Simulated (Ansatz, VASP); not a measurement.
# Cu: VASP beside Ansatz

Wanted: the spread between two codes on one cell, functional and k mesh. The cell is taken from a series of VASP runs on this material, whose earlier steps may have relaxed, scaled or displaced it; both programs get it as it stands.

Main program and level: Ansatz 0.2.0; plane waves, with VASP 6.6.1 beside it; relaxation of cell and atoms at PBEsol.

## (1) The starting structure

Symmetry: Fm-3m, No. 225, cubic system. The conventional cell has a = 3.569 Å, b = 3.569 Å, c = 3.569 Å, α = 90.00°, β = 90.00°, γ = 90.00°. Cu has 12 Cu at 2.52 Å nearest.

As a file:

```
Cu
1.0
     0.00000    1.78451    1.78451
     1.78451    0.00000    1.78451
     1.78451    1.78451    0.00000
Cu
1
Cartesian
  0.0000 0.0000 0.0000
```

## (2) VASP: relaxation of cell and atoms, PBEsol

The relaxed volume is the usual yardstick between codes: its relative difference is about their pressure difference at one cell divided by the bulk modulus.

Lines of VASP's logs that name or quote its potential files are left out, and so is its time.

File INCAR:

```
SYSTEM = Cu
PREC = Accurate
ENCUT = 520
EDIFF = 1E-07
NELM = 100
ISMEAR = 1
SIGMA = 0.15
LREAL = .FALSE.
ALGO = Normal
GGA = PS
NBANDS = 11
LASPH = .TRUE.
LORBIT = 11
LWAVE = .FALSE.
LCHARG = .FALSE.
KPAR = 4
IBRION = 2
NSW = 50
ISIF = 3
EDIFFG = -0.005
```

File POSCAR:

```
Cu
1.0
    0.0000000000      1.7845136465      1.7845136465
    1.7845136465      0.0000000000      1.7845136465
    1.7845136465      1.7845136465      0.0000000000
Cu
1
Direct
    0.0000000000      0.0000000000      0.0000000000
```

File KPOINTS:

```
Automatic mesh
0
Gamma
22 22 22
0 0 0
```

The projector-augmented-wave data sets are Cu (PBE family, release 64).

Started as:

```bash
$ mpirun -np 4 vasp_std
```

Numbers of over 12 decimals in the logs are rounded to 6 here.

Log:

```text
[banner, memory and clock lines left out]
running    4 mpi-ranks, on    1 nodes
 distrk:  each k-point on    1 cores,    4 groups
 distr:  one band on    1 cores,    1 groups

 POSCAR found type information on POSCAR Cu
 POSCAR found :  1 types and       1 ions
|                                                                             |
|               ----> ADVICE to this user running VASP <----                  |
|                                                                             |
|     You enforced a specific xc type in the INCAR file but a different       |
|     [... a line on the potential file left out ...]
|     I HOPE YOU KNOW WHAT YOU ARE DOING!                                     |
|                                                                             |

 LDA part: xc-table for (Slater+PW92), standard interpolation
 POSCAR, INCAR and KPOINTS ok, starting setup
 FFT: planning ... GRIDC
 FFT: planning ... GRID_SOFT
 FFT: planning ... GRID
 WAVECAR not read
 entering main loop
       N       E                     dE             d eps       ncg     rms          rms(c)
DAV:   1     0.400133941585E+02    0.40013E+02   -0.55001E+03  7890   0.168E+03
DAV:   2    -0.431280891154E+01   -0.44326E+02   -0.41207E+02  7366   0.205E+02
DAV:   3    -0.539931540222E+01   -0.10865E+01   -0.10813E+01  8170   0.392E+01
DAV:   4    -0.540606589257E+01   -0.67505E-02   -0.67495E-02  8114   0.272E+00
DAV:   5    -0.540612999739E+01   -0.64105E-04   -0.64104E-04  8182   0.264E-01    0.843E+00
DAV:   6    -0.474311983670E+01    0.66301E+00   -0.17803E+01  8348   0.861E+01    0.416E+00
DAV:   7    -0.432446816905E+01    0.41865E+00   -0.26964E+00  8310   0.333E+01    0.585E-01
DAV:   8    -0.431160536497E+01    0.12863E-01   -0.56643E-03  8148   0.126E+00    0.321E-01
DAV:   9    -0.430973648530E+01    0.18689E-02   -0.10483E-02  8527   0.188E+00    0.221E-02
DAV:  10    -0.430974425883E+01   -0.77735E-05   -0.31092E-05  9948   0.924E-02    0.691E-03
DAV:  11    -0.430974525558E+01   -0.99675E-06   -0.75680E-07  8659   0.175E-02    0.318E-04
DAV:  12    -0.430974526536E+01   -0.97830E-08   -0.83479E-09  4446   0.149E-03
   1 F= -.43097453E+01 E0= -.43098311E+01  d E =-.430975E+01
 curvature:   0.00 expect dE= 0.000E+00 dE for cont linesearch  0.000E+00
 trial: gam= 0.00000 g(F)=  0.352E-62 g(S)=  0.240E-05 ort = 0.000E+00 (trialstep = 0.100E+01)
 search vector abs. value=  0.240E-05
 reached required accuracy - stopping structural energy minimisation
```

Parts of OUTCAR (step 2):

```text
ion  position               nearest neighbor table
   1  0.000  0.000  0.000-

  LATTYP: Found a face centered cubic cell.
 ALAT       =     3.5690272930

 Subroutine GETGRP returns: Found 48 space group operations
 (whereof 48 operations were pure point group operations)

The static configuration has the point symmetry O_h .

 Found    328 irreducible k-points:

   k-points           NKPTS =    328   k-points in BZ     NKDIM =    328   number of bands    NBANDS=     11

   dimension x,y,z NGX =    20 NGY =   20 NGZ =   20
   dimension x,y,z NGXF=    40 NGYF=   40 NGZF=   40

   ENCUT  =  520.0 eV  38.22 Ry    6.18 a.u.   4.69  4.69  4.69*2*pi/ulx,y,z

   NELECT =      11.0000    total number of electrons

 k-points in reciprocal lattice and weights: Automatic mesh
   0.00000000  0.00000000  0.00000000       0.000
   0.04545455  0.00000000  0.00000000       0.001
   0.09090909  0.00000000  0.00000000       0.001
   0.13636364  0.00000000  0.00000000       0.001
   0.18181818  0.00000000  0.00000000       0.001
   0.22727273  0.00000000  0.00000000       0.001
   0.27272727  0.00000000  0.00000000       0.001
   0.31818182  0.00000000  0.00000000       0.001
   0.36363636  0.00000000  0.00000000       0.001
[...]
-0.27272727  0.45454545  0.22727273       0.002
  -0.27272727  0.50000000  0.22727273       0.001

 average (electrostatic) potential at core
       1 -63.1815

 E-fermi :   7.8701

 k-point     1 :       0.0000    0.0000    0.0000
  band No.  band energies     occupation
    ...
      2       4.7388      2.00000
      3       4.7388      2.00000
      4       4.7388      2.00000
      5       5.6220      2.00000
      6       5.6220      2.00000
      7      30.7738      0.00000
      8      33.6882      0.00000
      9      33.6882      0.00000
     10      33.6882      0.00000
     11      36.2017      0.00000

 k-point     2 :       0.0455    0.0000    0.0000
  band No.  band energies     occupation
    ...
      2       4.7214      2.00000
      3       4.7542      2.00000
      4       4.7542      2.00000
      5       5.6157      2.00000
      6       5.6157      2.00000
      7      30.4105      0.00000
      8      32.5295      0.00000
      9      33.4254      0.00000
     10      33.4254      0.00000
     11      36.5718      0.00000

 k-point     3 :       0.0909    0.0000    0.0000
  band No.  band energies     occupation
    ...
      2       4.6725      2.00000
      3       4.7964      2.00000
      4       4.7964      2.00000
      5       5.6005      2.00000
      6       5.6005      2.00000
      7      28.7957      0.00000
      8      31.6996      0.00000
      9      32.8921      0.00000
     10      32.8921      0.00000
     11      37.4033      0.00000

  Total       -0.0040715     -0.0040715     -0.0040715      0.0000000      0.0000000      0.0000000
  in kB       -0.5739509     -0.5739509     -0.5739509      0.0000000      0.0000000      0.0000000
  external PRESSURE =      -0.5739509 kB  Pullay stress =       0.0000000 kB

  energy-cutoff  :      520.00
  volume of cell :       11.37
      direct lattice vectors                 reciprocal lattice vectors
     0.000000000  1.784513646  1.784513646    -0.280188387  0.280188387  0.280188387
     1.784513646  0.000000000  1.784513646     0.280188387 -0.280188387  0.280188387
     1.784513646  1.784513646  0.000000000     0.280188387  0.280188387 -0.280188387

 POSITION                                       TOTAL-FORCE (eV/Angst)
 -----------------------------------------------------------------------------------
      0.00000      0.00000      0.00000         0.000000     -0.000000     -0.000000
 -----------------------------------------------------------------------------------
    total drift:                                0.000000      0.000000      0.000000

  FREE ENERGIE OF THE ION-ELECTRON SYSTEM (eV)
  ---------------------------------------------------
  free  energy   TOTEN  =        -4.3097452654 eV

  energy  without entropy=       -4.3100026295  energy(sigma->0) =       -4.30983105

 reached required accuracy - stopping structural energy minimisation

 total charge
# of ion       s       p       d       tot
------------------------------------------
    1        0.464   0.414   9.171  10.049

[... 3 further parts left out ...]
```

## (3) Ansatz: relaxation of cell and atoms, PBEsol

Ansatz runs on its default PAW (the set named soft_2) files.

The same cell, functional, mesh and smearing now go to Ansatz, which takes its cutoff from its data sets.

File input.yaml:

```yaml
crystal:
  lattice:
    - [0.0, 1.7845136465, 1.7845136465]
    - [1.7845136465, 0.0, 1.7845136465]
    - [1.7845136465, 1.7845136465, 0.0]
  atoms:
    - { symbol: Cu, position: [0.0, 0.0, 0.0] }
hamiltonian:
  xc: pbesol
  pseudopotentials: { kind: paw }
kpoints:
  mp_grid: { grid: [22, 22, 22] }
scf:
  occupations: { method: methfessel_paxton, width: 0.15 }
relax:
  f_tol: 0.01
  max_steps: 60
  cell: { stress_tol: 0.05 }
output:
  forces: true
  stress: true
```

Started as:

```bash
$ ansatz run input.yaml --threads 4 --pin off --max-ram 9216MiB --backend cpu --events-out ev --progress --plain --runs-dir out
```

Log:

```text
Engine: ansatz 0.2.0, aarch64-unknown-linux-gnu
Pseudopotentials: kind: paw
Pseudopotential: Cu, paw, valence charge 19, recommended cutoff 420 eV (normal), Cu.paw.azcp
Functional definition: PBEsol
  exchange = pbesol_x
  correlation = pbesol_c
Crystal: 1 atoms, lattice volume = 11.366 Å³
Basis set: ecut = 420 eV, 229 PW (Γ), exchange–correlation on 36×36×36 points (8 copies of the dense FFT grid, shifted against one another)
Bands: 14, of which v1, the nominal top of the filled ones, is band 10 counted from 1 (9 counted from 0)
Symmetry: 48 space group operations
Space group: Fm-3m (ITA 225), of the structure as read, at distance tolerance 2.2e-5 Å
k-points: 328 of 10648
Non-local potential: Cu, projectors of the file, l = 0: 3, l = 1: 2, l = 2: 3, l = 3: 1
PAW form: soft (Blöchl's): semilocal exchange-correlation on the pseudo side does not see the compensation charge
PAW frozen core: Cu, regenerated for the run's functional, and the local potential with it (the file was generated under x = pbe(κ = 0.804, μ = 0.219515), c = pbe(β = 0.066725))
PAW one-centre angular grid: Cu, 590 points (default); XC on 64 Gauss nodes
Initial density: superposition of atomic densities (neutral atoms: chi_scale 0, normalization atom), corrected by the library's trained network
Initial wavefunctions: pseudopotential atomic-orbital guess
Functional: x = pbesol(κ = 0.804, μ = 0.123457), c = pbesol(β = 0.046)
SCF iter   1: F=—  HF=-6588.779646 eV  |F-HF|=—  |Δ(HF+E_count)|=         —  Δρ=2.02e-2  dr2=2.38e-2  ethr=1.77e-3  ⟨swp⟩=5.0  Hψ=22690  notcnv=0
preconditioner: auto → none  [metal: Δε(μ)=0.052 eV  Ē_g=17.373 eV  σ=0.150 eV  W_gap=0.29  n_scr=0 (ndim 8)  ℏωp=36.5 eV  f_vac=0.000  D(μ)=0.24/eV (n_scr^D=0)]
SCF iter   2: F=—  HF=-6588.773960 eV  |F-HF|=—  |Δ(HF+E_count)|=   5.69e-3  S|Δr|=    0.00e0  Δρ=9.04e-4  dr2=3.80e-5  ethr=1.25e-4  ⟨swp⟩=2.7  Hψ=9197  notcnv=0  defer=42
SCF iter   3: F=—  HF=-6588.773946 eV  |F-HF|=—  |Δ(HF+E_count)|=   1.42e-5  S|Δr|=    0.00e0  Δρ=9.29e-4  dr2=3.78e-5  ethr=2.00e-7  ⟨swp⟩=2.0  Hψ=7619  notcnv=0  defer=42
SCF iter   4: F=—  HF=-6588.773969 eV  |F-HF|=—  |Δ(HF+E_count)|=   2.31e-5  S|Δr|=    0.00e0  Δρ=6.46e-5  dr2=1.73e-7  ethr=1.99e-7  ⟨swp⟩=1.0  Hψ=4476  notcnv=0  defer=42
SCF iter   5: F=-6588.773969 eV  HF=-6588.773969 eV  |F-HF|=3.73e-11  |Δ(HF+E_count)|=   3.47e-7  S|Δr|=    0.00e0  Δρ=2.65e-6  dr2=3.53e-10  ethr=5.26e-10  ⟨swp⟩=4.0  Hψ=14637  notcnv=0
SCF 1 converged in 5 iterations: F = -6588.773969 eV  dr2 = 3.53e-10
  greatest PAW one-centre occupation: 1.000 electrons in one spin orbital (limit 2), on the Cu atom at site 0 (counted from 0), in its partial waves of l = 0
relax step   1: F+E_penalty+E_count = -6588.77396884 eV  Δ(F+E_penalty+E_count) = +0.000e0 eV  max|allowed force component| = 0.000e0 eV/Å  Δτ_max = 0.0000 Å  P = -0.740 GPa  Ω = 11.366 Å³  (5 SCF iters, dr2 threshold 1.00e-7 eV, accepted)
[...]
relax step   2: F+E_penalty+E_count = -6588.77407390 eV  Δ(F+E_penalty+E_count) = -1.051e-4 eV  max|allowed force component| = 0.000e0 eV/Å  Δτ_max = 0.0000 Å  P = -0.381 GPa  Ω = 11.341 Å³  energy of the carried Pulay correction = +1.850e-5 eV  (4 SCF iters, dr2 threshold 1.00e-7 eV, accepted)
[...]
relax step   3: F+E_penalty+E_count = -6588.77412440 eV  Δ(F+E_penalty+E_count) = -5.050e-5 eV  max|allowed force component| = 0.000e0 eV/Å  Δτ_max = 0.0000 Å  P = +0.004 GPa  Ω = 11.315 Å³  energy of the carried Pulay correction = +3.813e-5 eV  (4 SCF iters, dr2 threshold 1.00e-7 eV, accepted)
[...]
relax step   4: F+E_penalty+E_count = -6588.77408485 eV  Δ(F+E_penalty+E_count) = +3.955e-5 eV  max|allowed force component| = 0.000e0 eV/Å  Δτ_max = 0.0000 Å  P = +0.008 GPa  Ω = 11.315 Å³  stress off target by 8.34e-3 GPa  SCF on the basis re-selected at this cell (its energy is not comparable with the rows above)  (5 SCF iters)
basis re-selected at this cell: Δ(F+E_penalty+E_count) = +3.955e-5 eV, ΔP = +0.005 GPa vs the last step (what re-selecting the basis moved, of the pressure what is left beyond the Pulay correction that the steps carried, after the strain that the cell walked since its last selection, with what the two solves' SCF thresholds leave and, on support functions, any second-order correction that the steps lacked; it is no measure of the basis error at this ecutwfc). This SCF's stress stands 8.34e-3 GPa from its target on what of the cell is left free (relax.cell.stress_tol is 5.00e-2 GPa) and its largest allowed force component is 0.00e0 eV/Å (relax.f_tol is 1.00e-2 eV/Å): [rest of the remark cut]
SCF converged after 5 iterations
Stability not checked: this state was not tested for a lower state beside it, because cold or Methfessel-Paxton smearing, or corrected tetrahedra, fill the levels in a way that the test cannot read (fill_not_monotonic; see scf.lower_state_search)
Free energy (F): -6588.774085 eV
Harris-Foulkes:  -6588.774085 eV  (|F-HF|=9.09e-13)
Internal energy: -6588.774382 eV  (E = F + TS)
E sigma→0 (E₀):  -6588.774159 eV
Entropy (-TS):   0.000297 eV (0.297 meV/atom)
Fermi energy:    17.521440 eV
--- Per-component energies (eV) ---
  E_band       = -345.540254
  E_kinetic    = 300.650749
  E_local      = -3970.236973  (includes V_loc(G=0)·N_el)
  E_nonlocal   = 391.075068
  E_hartree    = 1748.656940
  E_xc         = -89.403884
  E_vxc        = -115.892763  (∫ρ·V_xc dr)
  E_paw        = -1625.811579  (= ΣΔE_a)
  E_vpaw       = -448.450446  (= ΣTr[D̂ρ^β])
  E_aug_tail   = 0.000218  (compensation charges beyond the density's cutoff)
  E_ewald      = -3343.911123
  E_core_change = 0.206202  (= ΣΔE_core)
  E_smearing   = 0.000297  (= −TS)
  E_closure    = -0.000000  (closes the sum)
  Σ components = -6588.774085   (vs F -6588.774085, Δ=0.00e0)
--- Forces (eV/Å), atoms counted from 1 ---
  atom   1  Cu    -0.00000000     0.00000000    -0.00000000
  max |Σ_I F_I| component: 6.57e-32 eV/Å
--- Stress (GPa, compression-positive) ---
        0.008337       0.000000       0.000000
        0.000000       0.008337      -0.000000
        0.000000      -0.000000       0.008337
  P = ⅓ Tr σ = 0.0083 GPa (0.083 kbar)
--- Relaxed structure (3 steps of the walk, 3 accepted, 1 SCFs on fresh bases) ---
  F+E_penalty+E_count = -6588.77408485 eV   max|allowed force component| = 0.000e0 eV/Å   (the final SCF, on the basis selected at the relaxed cell)
  cell:  # Å, volume = 11.3147 Å³
    - [0, 1.781848, 1.781848]
    - [1.781848, 0, 1.781848]
    - [1.781848, 1.781848, 0]
  atoms:
    - { symbol: Cu, position: [0.0, 0.0, 0.0] }
```

It took 3.4 s on 4 threads of Arm Neoverse V1, shared host; peak memory 0.34 GiB; 12 s of CPU time.

## (4) Comparison

Known differences besides the potentials themselves: both relaxations stop at a tolerance, which leaves soft axes loose, and VASP keeps its plane-wave basis; the data sets hold 19 valence electrons in Ansatz (default PAW (the set named soft_2) files) and 11 in VASP; the cutoff is 420 eV in Ansatz and 520 eV in VASP; Ansatz makes its cores anew for this functional, VASP keeps those of its PBE data sets; Ansatz adds a Pulay correction to the stress that steers its cell, VASP none. Total energies have different zeros and are not compared.

The two programs side by side:

| quantity | Ansatz | VASP | difference |
| --- | --- | --- | --- |
| volume (Å³) | 11.31 | 11.37 | -0.45 % |
| edge a after relaxation, in the typed setting (Å) | 2.520 | 2.524 | -0.15 % |

The walks stopped with 0.01 GPa left in Ansatz and -0.06 GPa in VASP; each walk ends within a tolerance, so the volume difference is uncertain by about these residues over the bulk modulus, most in soft cells.

## (5) What came out

| Quantity | Value |
| --- | --- |
| difference in volume (relaxation of cell and atoms, PBEsol) | -0.45 % |

In words: The difference in volume is -0.45 % (relaxation of cell and atoms, PBEsol), within the 1.2 % picked in this series as the mark of a large difference, as far as the stopping tolerances let one tell. Such differences can come from data sets, numerical settings and the points named under the comparisons, not from the functional's error against experiment.

[Lines on the potential files, build, host, timing and source positions are cut from VASP's logs without a mark.]

[Logs are printed without paths, hosts, clocks, repeated set-up lines and the standing remarks that a program may print on its own settings, such as how far it seeks lower states.]

[Hosts, paths, dates, database ids (printed as entryN), source tags and the programs' standing remarks are cut or masked in the printed files.]
